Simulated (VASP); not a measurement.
Consider the following.

```
Mo
1.0
   -1.56505     1.56505     1.56505
    1.56505    -1.56505     1.56505
    1.56505     1.56505    -1.56505
Mo
1
Direct
  0.00000   0.00000   0.00000
```

Calculation: PBEsol GGA, VASP's PBE PAW potentials (set 64) (plane waves; VASP). Run with 480 eV cut-off, 16×16×16 Γ-centred mesh, first-order Methfessel-Paxton smearing of 0.10 eV, potentials Mo_sv.

Energy and stress use the plane-wave basis of the starting cell.

The ions, cell shape and volume at an external pressure of 30.0 GPa are relaxed. Predict the relaxed structure.

```
Mo
1.0
   -1.51971     1.51971     1.51971
    1.51971    -1.51971     1.51971
    1.51971     1.51971    -1.51971
Mo
1
Direct
  0.00000   0.00000   0.00000
```
Space group Im-3m (229), at a tolerance of 0.03 Å.

How do energy and volume change from the first to the last step?

The energy (σ→0) changes by +114.2 meV/atom and the volume by -8.4 %, in 5 ionic steps.

The compound is Mo in the bcc structure. This run relaxes it under an external pressure of 30 GPa. Symmetry was kept, so distortions that lower it aren't found.
